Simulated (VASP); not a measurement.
# A VASP study of Cs2Ba (optB88-vdW): structure first, properties next, part 4 of 5

What structure does Cs2Ba take at this level, and what are its properties? The cell is generated by rule, not measured, and may not be a known phase.

VASP 6.6.1; optB88-vdW; plane waves and PAW (Cs_sv, Ba_sv); invented cell.

Still holding for the runs below: The k-mesh is coarse for a metal.

So far. Step 6 (Bands along the symmetry lines (optB88-vdW)): Of the bands kept, 3 cross the Fermi level on this path.

## (7) Density of states (optB88-vdW)

Here the states are counted by energy and projected on the atoms. The mesh is finer than in the run before.

INCAR reads:

```
SYSTEM = Cs2Ba
PREC = Accurate
ENCUT = 400
EDIFF = 1E-06
NELM = 100
ISMEAR = -5
SIGMA = 0.05
LREAL = .FALSE.
ALGO = Normal
GGA = BO
AGGAC = 0
LUSE_VDW = .TRUE.
PARAM1 = 0.1833333333
PARAM2 = 0.22
LASPH = .TRUE.
NBANDS = 27
LORBIT = 11
LWAVE = .FALSE.
LCHARG = .FALSE.
NEDOS = 2001
```

POSCAR reads:

```
Cs2Ba
1.0
    8.8277414547      0.0000000000      0.0000000000
    0.0000000000      8.8277414547      0.0000000000
    0.0000000000      0.0000000000      4.2822145136
Cs Ba
2 1
Direct
    0.0000000000      0.5000000000      0.0000000000
    0.5000000000      0.0000000000      0.0000000000
    0.0000000000      0.0000000000      0.0000000000
```

KPOINTS reads:

```
Automatic mesh
0
Gamma
5 5 9
0 0 0
```

The projector-augmented-wave data sets are Cs_sv and Ba_sv (PBE family, release 64).

The run is started by

```
$ mpirun -np 1 vasp_std
```

The log of the run:

```text
[... set-up lines as in an earlier step ...]
 entering main loop
       N       E                     dE             d eps       ncg     rms          rms(c)
DAV:   1     0.209858814291E+03    0.20986E+03   -0.81637E+03  1620   0.628E+02
DAV:   2     0.281785176986E+02   -0.18168E+03   -0.17681E+03  2259   0.143E+02
DAV:   3     0.594067854477E+01   -0.22238E+02   -0.22098E+02  2070   0.546E+01
DAV:   4     0.513692584712E+01   -0.80375E+00   -0.79944E+00  2528   0.101E+01
DAV:   5     0.512970505123E+01   -0.72208E-02   -0.72152E-02  2158   0.820E-01    0.233E+00
DAV:   6     0.557153300563E+01    0.44183E+00   -0.79498E-01  2359   0.141E+00    0.789E-01
DAV:   7     0.559047701903E+01    0.18944E-01   -0.78997E-02  2181   0.587E-01    0.465E-01
DAV:   8     0.559327450561E+01    0.27975E-02   -0.30260E-02  2111   0.618E-01    0.119E-01
DAV:   9     0.559231745229E+01   -0.95705E-03   -0.19174E-03  2114   0.134E-01    0.590E-02
DAV:  10     0.559182996630E+01   -0.48749E-03   -0.99947E-04  2060   0.878E-02    0.241E-02
DAV:  11     0.559176517877E+01   -0.64788E-04   -0.16888E-04  1933   0.288E-02    0.135E-02
DAV:  12     0.559172306346E+01   -0.42115E-04   -0.77796E-05  1849   0.205E-02    0.474E-03
DAV:  13     0.559171433326E+01   -0.87302E-05   -0.22176E-05  1917   0.884E-03    0.266E-03
DAV:  14     0.559171463053E+01    0.29727E-06   -0.44517E-06  1657   0.404E-03
   1 F= 0.55917146E+01 E0= 0.55917146E+01  d E =0.000000E+00
 -----------------------------------------------------------------------------
|                                                                             |
|           W    W    AA    RRRRR   N    N  II  N    N   GGGG   !!!           |
|           W    W   A  A   R    R  NN   N  II  NN   N  G    G  !!!           |
|           W    W  A    A  R    R  N N  N  II  N N  N  G       !!!           |
|           W WW W  AAAAAA  RRRRR   N  N N  II  N  N N  G  GGG   !            |
|           WW  WW  A    A  R   R   N   NN  II  N   NN  G    G                |
|           W    W  A    A  R    R  N    N  II  N    N   GGGG   !!!           |
|                                                                             |
|     Tetrahedron method does not include variations of the Fermi             |
|     occupations, so forces and stress will be inaccurate. We suggest        |
|     using a different smearing scheme ISMEAR = 1 or 2 for metals in         |
|     relaxations.                                                            |
|                                                                             |
 -----------------------------------------------------------------------------
```

It took 4.2 min on 1 MPI rank of AMD EPYC 7R43, shared host; peak memory 0.84 GiB.

OUTCAR, selected parts (step 7):

```text
   k-points           NKPTS =     30   k-points in BZ     NKDIM =     30   number of bands    NBANDS=     27

   NELECT =      28.0000    total number of electrons

 E-fermi :   0.2021

 k-point     1 :       0.0000    0.0000    0.0000
  band No.  band energies     occupation
    ...
     11     -10.2077      2.00000
     12     -10.2064      2.00000
     13      -1.7285      2.00000
     14       0.0696      1.99998
     15       0.1307      1.75762
     16       0.3063      0.00000
     17       0.8794      0.00000
     18       1.0115      0.00000
     19       1.0115      0.00000
     20       1.3492      0.00000
    ...

Total vdW correction in eV:      7.0308242

  Total       -0.0249004     -0.0249004      0.1813854      0.0000000     -0.0000000      0.0000000
  in kB       -0.1195499     -0.1195499      0.8708538      0.0000000     -0.0000000      0.0000000
  external PRESSURE =       0.2105846 kB  Pullay stress =       0.0000000 kB

  FREE ENERGIE OF THE ION-ELECTRON SYSTEM (eV)
  ---------------------------------------------------
  free  energy   TOTEN  =         5.5917146305 eV

  energy  without entropy=        5.5917146305  energy(sigma->0) =        5.59171463

Total vdW correction in eV:      7.0308359

[... 7 parts as in an earlier step ...]

[... 10 further parts left out ...]
```

With tetrahedra the forces and stress of a metal are not exact derivatives of the energy.

This step gave:

```yaml
scf_cycles: 14
irreducible_k_points: 30
free_energy_toten: 5.592 eV
fermi_energy: 0.2021 eV
pressure: 0.02106 GPa
dos_at_the_fermi_level: 11.99 states/eV/cell
```

The density of states has structure finer than the step of the table below, so its rows give means over 0.25 eV, whole bins alone (the curve runs from -12.0 to 1.96 eV). Peaks (eV: height): total -10.664: 93.4, 0.717: 13.2; Cs p -10.664: 72.0.

States under -12.0 eV and over 2.0 eV are left out. The density of states by energy, zero at the Fermi level; means over each step; values in states/eV/cell:

| energy (eV) | total | Cs p |
| --- | --- | --- |
| -11.25 | 0 | 0 |
| -11.00 | 4.94 | 3.68 |
| -10.75 | 28.3 | 21.7 |
| -10.50 | 14.7 | 11.4 |
| -10.25 | 0.0692 | 0.0553 |
| -10.00 | 0 | 0 |
| -9.75 | 0 | 0 |
| -9.50 | 0 | 0 |
| -9.25 | 0 | 0 |
| -9.00 | 0 | 0 |
| -8.75 | 0 | 0 |
| -8.50 | 0 | 0 |
| -8.25 | 0 | 0 |
| -8.00 | 0 | 0 |
| -7.75 | 0 | 0 |
| -7.50 | 0 | 0 |
| -7.25 | 0 | 0 |
| -7.00 | 0 | 0 |
| -6.75 | 0 | 0 |
| -6.50 | 0 | 0 |
| -6.25 | 0 | 0 |
| -6.00 | 0 | 0 |
| -5.75 | 0 | 0 |
| -5.50 | 0 | 0 |
| -5.25 | 0 | 0 |
| -5.00 | 0 | 0 |
| -4.75 | 0 | 0 |
| -4.50 | 0 | 0 |
| -4.25 | 0 | 0 |
| -4.00 | 0 | 0 |
| -3.75 | 0 | 0 |
| -3.50 | 0 | 0 |
| -3.25 | 0 | 0 |
| -3.00 | 0 | 0 |
| -2.75 | 0 | 0 |
| -2.50 | 0 | 0 |
| -2.25 | 0 | 0 |
| -2.00 | 0.0237 | 8.3e-5 |
| -1.75 | 0.646 | 0.00447 |
| -1.50 | 1.40 | 0.0167 |
| -1.25 | 1.20 | 0.0185 |
| -1.00 | 0.914 | 0.0153 |
| -0.75 | 0.896 | 0.0145 |
| -0.50 | 2.47 | 0.0264 |
| -0.25 | 4.34 | 0.0440 |
| 0.00 | 9.73 | 0.113 |
| 0.25 | 5.49 | 0.0825 |
| 0.50 | 2.66 | 0.0417 |
| 0.75 | 9.07 | 0.167 |
| 1.00 | 7.93 | 0.111 |
| 1.25 | 8.36 | 0.0733 |
| 1.50 | 6.46 | 0.0598 |
| 1.75 | 8.23 | 0.0871 |

The finer mesh and the other smearing move the Fermi level by -0.00 eV from the 3×3×6 run, a small shift, which tests the Fermi level alone.

## (8) Volume scan with optB88-vdW

An equation of state needs energies on both sides of the minimum, all on one mesh and cutoff.

INCAR, as its differences from that of step 7:

```diff
@@ -5,3 +5,3 @@
 NELM = 100
-ISMEAR = -5
+ISMEAR = 0
 SIGMA = 0.05
@@ -15,3 +15,3 @@
 LASPH = .TRUE.
-NBANDS = 27
+NBANDS = 20
 LORBIT = 11
@@ -19,2 +19,2 @@
 LCHARG = .FALSE.
-NEDOS = 2001
+ISIF = 2
```

POSCAR reads:

```
Cs2Ba
1.0
    8.6475329004      0.0000000000      0.0000000000
    0.0000000000      8.6475329004      0.0000000000
    0.0000000000      0.0000000000      4.1947978521
Cs Ba
2 1
Direct
    0.0000000000      0.5000000000      0.0000000000
    0.5000000000      0.0000000000      0.0000000000
    0.0000000000      0.0000000000      0.0000000000
```

KPOINTS reads:

```
Automatic mesh
0
Gamma
3 3 6
0 0 0
```

The run is started by

```
$ mpirun -np 1 vasp_std
```

The log of the run:

```text
[... set-up lines as in an earlier step ...]
 entering main loop
       N       E                     dE             d eps       ncg     rms          rms(c)
DAV:   1     0.219159875453E+03    0.21916E+03   -0.84359E+03   480   0.856E+02
DAV:   2     0.303662891941E+02   -0.18879E+03   -0.18563E+03   624   0.182E+02
DAV:   3     0.605874747982E+01   -0.24308E+02   -0.24160E+02   580   0.729E+01
DAV:   4     0.507341889059E+01   -0.98533E+00   -0.97718E+00   768   0.147E+01
DAV:   5     0.506091789049E+01   -0.12501E-01   -0.12486E-01   628   0.133E+00    0.252E+00
DAV:   6     0.557465990529E+01    0.51374E+00   -0.11344E+00   652   0.210E+00    0.839E-01
DAV:   7     0.558248973771E+01    0.78298E-02   -0.15722E-01   668   0.862E-01    0.491E-01
DAV:   8     0.558119892612E+01   -0.12908E-02   -0.42087E-02   644   0.949E-01    0.128E-01
DAV:   9     0.558053788579E+01   -0.66104E-03   -0.22452E-03   708   0.142E-01    0.645E-02
DAV:  10     0.557985828593E+01   -0.67960E-03   -0.15886E-03   584   0.137E-01    0.209E-02
DAV:  11     0.557977550055E+01   -0.82785E-04   -0.16516E-04   624   0.324E-02    0.121E-02
DAV:  12     0.557971574158E+01   -0.59759E-04   -0.10253E-04   556   0.246E-02    0.449E-03
DAV:  13     0.557970797611E+01   -0.77655E-05   -0.19610E-05   464   0.951E-03    0.232E-03
DAV:  14     0.557970605405E+01   -0.19221E-05   -0.51869E-06   496   0.567E-03    0.948E-04
DAV:  15     0.557970580475E+01   -0.24930E-06   -0.56266E-07   444   0.233E-03
   1 F= 0.55797058E+01 E0= 0.55873835E+01  d E =-.153554E-01
```

Wall time 2.5 min (1 MPI rank); peak memory 0.71 GiB.

Parts of OUTCAR (step 8):

```text
   ENCUT  =  400.0 eV  29.40 Ry    5.42 a.u.  14.10 14.10  6.84*2*pi/ulx,y,z

   NELECT =      28.0000    total number of electrons

 E-fermi :   0.3143

 k-point     1 :       0.0000    0.0000    0.0000
  band No.  band energies     occupation
    ...
     11     -10.0169      2.00000
     12     -10.0153      2.00000
     13      -1.6227      2.00000
     14       0.2266      1.98686
     15       0.2799      1.66982
     16       0.3749      0.08643
     17       1.0128      0.00000
     18       1.2201      0.00000
     19       1.2201      0.00000
     20       1.5074      0.00000

Total vdW correction in eV:      6.9621506

  Total        0.2736449      0.2736449      0.4493948      0.0000000      0.0000000      0.0000000
  in kB        1.3976632      1.3976632      2.2953194      0.0000000      0.0000000      0.0000000
  external PRESSURE =       1.6968819 kB  Pullay stress =       0.0000000 kB

 POSITION                                       TOTAL-FORCE (eV/Angst)
 -----------------------------------------------------------------------------------
      0.00000      4.32377      0.00000         0.000000      0.000000      0.000000
      4.32377      0.00000      0.00000         0.000000      0.000000      0.000000
      0.00000      0.00000      0.00000         0.000000      0.000000      0.000000
 -----------------------------------------------------------------------------------
    total drift:                               -0.000000      0.000000      0.000000

  FREE ENERGIE OF THE ION-ELECTRON SYSTEM (eV)
  ---------------------------------------------------
  free  energy   TOTEN  =         5.5797058048 eV

  energy  without entropy=        5.5950611910  energy(sigma->0) =        5.58738350

Total vdW correction in eV:      6.9621345

[... 5 parts as in an earlier step ...]

[... 11 further parts left out ...]
```

The scan keeps the cell's shape and the fractional positions fixed.

This step gave:

| Property | Result |
| --- | --- |
| SCF cycles | 15 |
| bands | 20 |
| irreducible k-points | 12 |
| free energy (TOTEN) | 5.580 eV |
| energy at zero smearing | 5.587 eV |
| Fermi energy | 0.3143 eV |
| pressure | 0.1697 GPa |

The pressure here is 0.17 GPa.

## (9) Volume scan with optB88-vdW (run 2)

INCAR is that of step 8.

POSCAR reads:

```
Cs2Ba
1.0
    8.7084330259      0.0000000000      0.0000000000
    0.0000000000      8.7084330259      0.0000000000
    0.0000000000      0.0000000000      4.2243396553
Cs Ba
2 1
Direct
    0.0000000000      0.5000000000      0.0000000000
    0.5000000000      0.0000000000      0.0000000000
    0.0000000000      0.0000000000      0.0000000000
```

KPOINTS is that of step 8.

The run is started by

```
$ mpirun -np 1 vasp_std
```

The log of the run:

```text
[... set-up lines as in an earlier step ...]
 entering main loop
       N       E                     dE             d eps       ncg     rms          rms(c)
DAV:   1     0.222395476967E+03    0.22240E+03   -0.84519E+03   480   0.854E+02
DAV:   2     0.318392608723E+02   -0.19056E+03   -0.18810E+03   652   0.181E+02
DAV:   3     0.612847462774E+01   -0.25711E+02   -0.25586E+02   572   0.744E+01
DAV:   4     0.510286756087E+01   -0.10256E+01   -0.10201E+01   756   0.152E+01
DAV:   5     0.508586882443E+01   -0.16999E-01   -0.16989E-01   660   0.145E+00    0.244E+00
DAV:   6     0.556761554043E+01    0.48175E+00   -0.10731E+00   652   0.202E+00    0.829E-01
DAV:   7     0.557646866099E+01    0.88531E-02   -0.15517E-01   680   0.842E-01    0.488E-01
DAV:   8     0.557493844348E+01   -0.15302E-02   -0.44104E-02   636   0.971E-01    0.137E-01
DAV:   9     0.557443594277E+01   -0.50250E-03   -0.24446E-03   688   0.154E-01    0.642E-02
DAV:  10     0.557373684835E+01   -0.69909E-03   -0.17621E-03   572   0.144E-01    0.221E-02
DAV:  11     0.557364928148E+01   -0.87567E-04   -0.18832E-04   656   0.353E-02    0.125E-02
DAV:  12     0.557358738445E+01   -0.61897E-04   -0.10191E-04   552   0.249E-02    0.504E-03
DAV:  13     0.557357800450E+01   -0.93800E-05   -0.23928E-05   460   0.108E-02    0.249E-03
DAV:  14     0.557357597640E+01   -0.20281E-05   -0.59214E-06   508   0.615E-03    0.100E-03
DAV:  15     0.557357574008E+01   -0.23632E-06   -0.53292E-07   456   0.234E-03
   1 F= 0.55735757E+01 E0= 0.55814429E+01  d E =-.157343E-01
```

Run time: 2.8 min. Hardware: 1 MPI rank; peak memory 0.79 GiB.

From OUTCAR (step 9):

```text
   ENCUT  =  400.0 eV  29.40 Ry    5.42 a.u.  14.20 14.20  6.89*2*pi/ulx,y,z

   NELECT =      28.0000    total number of electrons

 E-fermi :   0.2757

 k-point     1 :       0.0000    0.0000    0.0000
  band No.  band energies     occupation
    ...
     11     -10.0902      2.00000
     12     -10.0887      2.00000
     13      -1.6621      2.00000
     14       0.1694      1.99737
     15       0.2309      1.79546
     16       0.3465      0.04551
     17       0.9669      0.00000
     18       1.1439      0.00000
     19       1.1439      0.00000
     20       1.4495      0.00000

Total vdW correction in eV:      6.9850288

  Total        0.1799627      0.1799627      0.3007576      0.0000000     -0.0000000      0.0000000
  in kB        0.9000244      0.9000244      1.5041402      0.0000000     -0.0000000      0.0000000
  external PRESSURE =       1.1013963 kB  Pullay stress =       0.0000000 kB

 POSITION                                       TOTAL-FORCE (eV/Angst)
 -----------------------------------------------------------------------------------
      0.00000      4.35422      0.00000         0.000000      0.000000      0.000000
      4.35422      0.00000      0.00000         0.000000      0.000000      0.000000
      0.00000      0.00000      0.00000         0.000000      0.000000      0.000000
 -----------------------------------------------------------------------------------
    total drift:                               -0.000000     -0.000000     -0.000000

  FREE ENERGIE OF THE ION-ELECTRON SYSTEM (eV)
  ---------------------------------------------------
  free  energy   TOTEN  =         5.5735757401 eV

  energy  without entropy=        5.5893100743  energy(sigma->0) =        5.58144291

Total vdW correction in eV:      6.9850099

[... 5 parts as in an earlier step ...]

[... 11 further parts left out ...]
```

Numbers from this step:

```yaml
free_energy_toten: 5.574 eV
energy_at_zero_smearing: 5.581 eV
fermi_energy: 0.2757 eV
pressure: 0.1101 GPa
```

The pressure falls from 0.17 to 0.11 GPa.

The run ends at a pressure of 0.11 GPa.

## (10) Volume scan with optB88-vdW (run 3)

INCAR is that of step 9.

POSCAR reads:

```
Cs2Ba
1.0
    8.7684930826      0.0000000000      0.0000000000
    0.0000000000      8.7684930826      0.0000000000
    0.0000000000      0.0000000000      4.2534739529
Cs Ba
2 1
Direct
    0.0000000000      0.5000000000      0.0000000000
    0.5000000000      0.0000000000      0.0000000000
    0.0000000000      0.0000000000      0.0000000000
```

KPOINTS is that of step 9.

The run is started by

```
$ mpirun -np 1 vasp_std
```

The log of the run:

```text
[... set-up lines as in an earlier step ...]
 entering main loop
       N       E                     dE             d eps       ncg     rms          rms(c)
DAV:   1     0.224657135477E+03    0.22466E+03   -0.83221E+03   480   0.845E+02
DAV:   2     0.326752969913E+02   -0.19198E+03   -0.18928E+03   624   0.181E+02
DAV:   3     0.617055110238E+01   -0.26505E+02   -0.26393E+02   572   0.749E+01
DAV:   4     0.512396245047E+01   -0.10466E+01   -0.10401E+01   796   0.152E+01
[...]
DAV:  13     0.556981640658E+01   -0.10046E-04   -0.27904E-05   492   0.123E-02    0.257E-03
DAV:  14     0.556981417819E+01   -0.22284E-05   -0.58766E-06   468   0.606E-03    0.978E-04
DAV:  15     0.556981384018E+01   -0.33801E-06   -0.74389E-07   456   0.264E-03
   1 F= 0.55698138E+01 E0= 0.55780127E+01  d E =-.163977E-01
```

Elapsed: 2.8 min, on 1 MPI rank; peak memory 0.79 GiB.

From OUTCAR (step 10):

```text
  Total        0.0940901      0.0940901      0.1594423      0.0000000     -0.0000000      0.0000000
  in kB        0.4609576      0.4609576      0.7811246      0.0000000     -0.0000000      0.0000000
  external PRESSURE =       0.5676800 kB  Pullay stress =       0.0000000 kB

 POSITION                                       TOTAL-FORCE (eV/Angst)
 -----------------------------------------------------------------------------------
      0.00000      4.38425      0.00000         0.000000      0.000000      0.000000
      4.38425      0.00000      0.00000         0.000000      0.000000      0.000000
      0.00000      0.00000      0.00000         0.000000      0.000000      0.000000
 -----------------------------------------------------------------------------------
    total drift:                               -0.000000     -0.000000     -0.000000

  FREE ENERGIE OF THE ION-ELECTRON SYSTEM (eV)
  ---------------------------------------------------
  free  energy   TOTEN  =         5.5698138402 eV

  energy  without entropy=        5.5862115244  energy(sigma->0) =        5.57801268

[... 1 part as in an earlier step ...]

[... 2 further parts left out ...]
[key lines of the parts left out:]
E-fermi :   0.2386
```

The pressure falls from 0.11 to 0.06 GPa.

The run ends at a pressure of 0.06 GPa.

## (11) Volume scan with optB88-vdW (run 4)

INCAR is that of step 10.

POSCAR reads:

```
Cs2Ba
1.0
    8.8277414547      0.0000000000      0.0000000000
    0.0000000000      8.8277414547      0.0000000000
    0.0000000000      0.0000000000      4.2822145136
Cs Ba
2 1
Direct
    0.0000000000      0.5000000000      0.0000000000
    0.5000000000      0.0000000000      0.0000000000
    0.0000000000      0.0000000000      0.0000000000
```

KPOINTS is that of step 10.

The run is started by

```
$ mpirun -np 1 vasp_std
```

The log of the run:

```text
[... set-up lines as in an earlier step ...]
 entering main loop
       N       E                     dE             d eps       ncg     rms          rms(c)
[... 15 cycles as in an earlier step ...]
   1 F= 0.55681097E+01 E0= 0.55767417E+01  d E =-.172640E-01
```

Elapsed: 2.9 min, on 1 MPI rank; peak memory 0.79 GiB.

OUTCAR, selected parts (step 11):

```text
[... 6 parts as in an earlier step ...]

[... 1 further part left out ...]
[key lines of the parts left out:]
E-fermi :   0.2025
```

The pressure falls from 0.06 to 0.01 GPa.

The run ends at a pressure of 0.01 GPa.

[end of part 4 of 5]

[Lines on the potential files, build, host, timing and source positions are cut from VASP's logs without a mark.]

[Logs are printed without paths, hosts, clocks, repeated set-up lines and the standing remarks that a program may print on its own settings, such as how far it seeks lower states.]

[Hosts, paths, dates, database ids (printed as entryN), source tags and the programs' standing remarks are cut or masked in the printed files.]

[A measured line is paired with the nearest computed mode of its activity, which favours agreement.]
